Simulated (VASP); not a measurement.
Input of a VASP 6.6.1 run:

Contents of INCAR:

```
PREC     = Accurate       # precision mode
ENCUT    = 450            # plane-wave cutoff, eV
EDIFF    = 1E-5           # SCF threshold, eV
ISMEAR   = 0              # smearing method
SIGMA    = 0.03           # smearing width, eV
LREAL    = Auto         
LASPH    = True           # aspherical terms in the spheres
NELM     = 120            # most SCF steps
ALGO     = Normal         # electronic algorithm
ISIF     = 2              # what is computed and relaxed
LWAVE    = False          # write WAVECAR
LCHARG   = False          # write CHGCAR
ISPIN    = 2              # spin polarisation
MAGMOM   = 4 0 0 0 0 0 0 0 0 0 0 0 0 0 0 0 0 0 0 0 0 0 0 0 # initial moments
LORBIT   = 11             # projections on sites
NUPDOWN  = 4              # fixed moment
LMAXMIX  = 4              # l up to which the mixer works
LDAU     = True           # DFT+U
LDAUTYPE = 2            
LDAUL    = 2 -1           # shell
LDAUU    = 4 0            # U, eV
LDAUJ    = 0 0          
LDAUPRINT= 1            
GGA      = PS             # functional
ISYM     = 0            
KPAR     = 4
```

Contents of KPOINTS:

```
Automatic mesh
0
Gamma
  3 4 4
```

The input POSCAR:

```
FeC23                                   
1.0
    0.0000000000      5.3503200000      5.3503200000
    3.5668800000      0.0000000000      3.5668800000
    3.5668800000      3.5668800000      0.0000000000
  Fe              C             
     1    23
Direct
     0.9976799827112106    0.0018150122317647    0.0006278119634721
     0.0002424015551057    0.0013521445096941    0.4982912493461959
     0.0002584200095290    0.5003539995832463    0.9992499588396199
     0.0003480568729515    0.5004321882857481    0.4988139179314873
     0.3332053582132158    0.0031523198981733    0.0011935760981219
     0.3375356787609389    0.0005430901148272    0.4927581587688158
     0.3375527867663108    0.4946544343801902    0.9985602862113313
     0.3320030069632701    0.5019853268424929    0.4999916782955154
     0.6660364380699787    0.0002501013464232    0.9980328402731031
     0.6606033630469329    0.0033232120581943    0.5049242415688047
     0.6606644248979497    0.5069485518228730    0.0012341541197640
     0.6668025078135161    0.5010354087739465    0.4987606456570990
     0.0919720365225041    0.1371808671207949    0.1351425724275252
     0.0936049013369549    0.1355345961084944    0.5885291019936231
     0.0936906833560122    0.5898248198624712    0.1339667923318538
     0.0838527298950512    0.6258592993036052    0.6238070365459951
     0.4235333121688875    0.1208223009564642    0.1188241135893094
     0.4128696724539608    0.1271835908674726    0.6289685680403767
     0.4128951795211047    0.6309389212066765    0.1251842088671813
     0.4172828066652935    0.6252699530248029    0.6231837508890448
     0.7188012310774585    0.1423904953621082    0.1403489019878222
     0.7500882273802174    0.1272202416832256    0.6233389754590769
     0.7501746713840461    0.6255420467758674    0.1249180004792755
     0.7482371225575795    0.6266980778804413    0.6246544583155873
```

Potentials or basis: VASP PAW PBE potentials, release 64 (Fe, C).

The run is started by

```bash
$ cat potpaw_PBE.64/Fe/POTCAR potpaw_PBE.64/C/POTCAR > POTCAR
$ mpirun -np 4 vasp_std > vasp.out
```

Problem. Predict the largest force.

Solution. 3.225 eV/Å.

Forces in eV/Å, atoms in the order of the input:
```
Fe   0.433 -0.607 -0.600
C    0.076 -0.079 -0.092
C    0.074 -0.083 -0.087
C    0.129 -0.060 -0.045
C    0.212 -0.184 -0.179
C    0.007 -0.246 -0.020
C    0.008 -0.013 -0.240
C   -0.062  0.049  0.055
C    0.031  0.072  0.063
C   -0.071 -0.199  0.070
C   -0.066  0.062 -0.206
C   -0.020  0.010 -0.003
C    1.467  1.932  1.936
C   -2.136 -1.201  2.096
C   -2.135  2.084 -1.178
C   -0.021  0.020  0.010
C   -0.192  0.175  0.171
C    0.011  0.130 -0.023
C    0.009 -0.023  0.128
C   -0.003  0.015  0.006
C    2.003 -1.620 -1.604
C    0.023 -0.017 -0.198
C    0.031 -0.197 -0.037
C    0.193 -0.020 -0.025
```

Caveat: the k mesh is coarse (spacing up to 0.38 Å⁻¹), so the values aren't converged; the PAW data sets were made with another functional, which shifts forces and pressure a little; the total moment is fixed, so each spin has its own Fermi level; the U is typed as a test and isn't derived for this compound. The state reached can hang on the start; a lower one may exist.
